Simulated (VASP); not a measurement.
Output of a VASP run:

File OSZICAR:
```
       N       E                     dE             d eps       ncg     rms          rms(c)
DAV:   1     0.676663353172E+02    0.67666E+02   -0.75732E+03  2652   0.133E+03
DAV:   2    -0.170887162175E+02   -0.84755E+02   -0.80121E+02  2747   0.247E+02
DAV:   3    -0.211423852470E+02   -0.40537E+01   -0.39249E+01  3439   0.598E+01
DAV:   4    -0.212234265076E+02   -0.81041E-01   -0.80863E-01  3085   0.807E+00
DAV:   5    -0.212255829798E+02   -0.21565E-02   -0.21560E-02  3518   0.140E+00    0.173E+01
DAV:   6    -0.261077604410E+02   -0.48822E+01   -0.59403E+01  2812   0.191E+02    0.257E+01
DAV:   7    -0.190923663753E+02    0.70154E+01   -0.17202E+01  3172   0.118E+02    0.418E+00
DAV:   8    -0.190045621401E+02    0.87804E-01   -0.23619E+00  3816   0.262E+01    0.262E+00
DAV:   9    -0.189552475420E+02    0.49315E-01   -0.28347E-01  3342   0.106E+01    0.602E-01
DAV:  10    -0.189533243011E+02    0.19232E-02   -0.10536E-02  3786   0.209E+00    0.278E-01
DAV:  11    -0.189532200011E+02    0.10430E-03   -0.85815E-04  3587   0.257E-01    0.555E-02
DAV:  12    -0.189532385446E+02   -0.18544E-04   -0.34061E-05  3502   0.910E-02    0.217E-02
DAV:  13    -0.189532344904E+02    0.40543E-05   -0.15409E-05  3569   0.972E-02    0.719E-03
DAV:  14    -0.189532344651E+02    0.25221E-07   -0.16905E-06  3509   0.124E-02    0.288E-03
DAV:  15    -0.189532344112E+02    0.53991E-07   -0.31443E-07  2794   0.128E-02
   1 F= -.18953234E+02 E0= -.18952835E+02  d E =-.119732E-02
```

**OUTCAR**
```
------------------------ aborting loop because EDIFF is reached ----------------------------------------
  FORCE on cell =-STRESS in cart. coord.  units (eV):
  Direction    XX          YY          ZZ          XY          YZ          ZX
  --------------------------------------------------------------------------------------
  Total        0.0060311     -0.0764812      0.0060311     -0.0000000      0.0000000      0.0000000
  in kB        0.2458706     -3.1179103      0.2458706     -0.0000000      0.0000000      0.0000000
  external PRESSURE =      -0.8753897 kB  Pullay stress =       0.0000000 kB
  volume of cell :       39.30
      direct lattice vectors                 reciprocal lattice vectors
     0.000000000  2.698509271  2.698509271    -0.185287486  0.185287486  0.185287486
     2.698509271  0.000000000  2.698509271     0.185287486 -0.185287486  0.185287486
     2.698509271  2.698509271  0.000000000     0.185287486  0.185287486 -0.185287486
 POSITION                                       TOTAL-FORCE (eV/Angst)
 -----------------------------------------------------------------------------------
      1.34925      1.34925      1.34925        -0.000000      0.379714     -0.000000
      4.04776      4.04776      4.04776         0.000000      0.379714      0.000000
      2.69851      0.07500      2.69851         0.000000     -0.759428      0.000000
 -----------------------------------------------------------------------------------
    total drift:                               -0.000003     -0.000404     -0.000002
  FREE ENERGIE OF THE ION-ELECTRON SYSTEM (eV)
  ---------------------------------------------------
  free  energy   TOTEN  =       -18.9532344112 eV

  energy  without entropy=      -18.9520370890  energy(sigma->0) =      -18.95283530
```
(Selected blocks of OUTCAR.)

POSCAR:
```
NiSi2
1
   -0.0000000000     2.6985092709     2.6985092709
    2.6985092709     0.0000000000     2.6985092709
    2.6985092709     2.6985092709    -0.0000000000
Si Ni
2 1
Direct
  0.2500000000   0.2500000000   0.2500000000
  0.7500000000   0.7500000000   0.7500000000
  0.0138965615  -0.0138965615   0.0138965615
```

Question: Write an INCAR and KPOINTS that could have produced this output.

Answer: This is not unique; one that fits is the input of the run itself, PBEsol GGA, plane waves, VASP's PBE PAW potentials (set 64).

File KPOINTS:
```
Automatic
0
gamma
  10 10 10
0 0 0
```

**INCAR**
```
# general
SYSTEM   =  NiSi2
PREC     =  Accurate
ENCUT    =  480
LREAL    =  .False.
LASPH    =  .True.

# electronic loop
EDIFF    =  1E-7
NELM     =  100
ALGO     =  Normal
LMAXMIX  =  4

# smearing
ISMEAR   =  1
SIGMA    =  0.1

# functional
GGA      =  PS

# ions
ISIF     =  2

# output
LWAVE    =  .False.
LCHARG   =  .False.
```

POTCAR, in this order: Si Ni (PBE.64 set). Program: vasp_std.

The compound is NiSi2 in the fluorite structure. This cell was strained or had an atom moved on purpose. The run is not spin-polarised, so no magnetic state was tried.
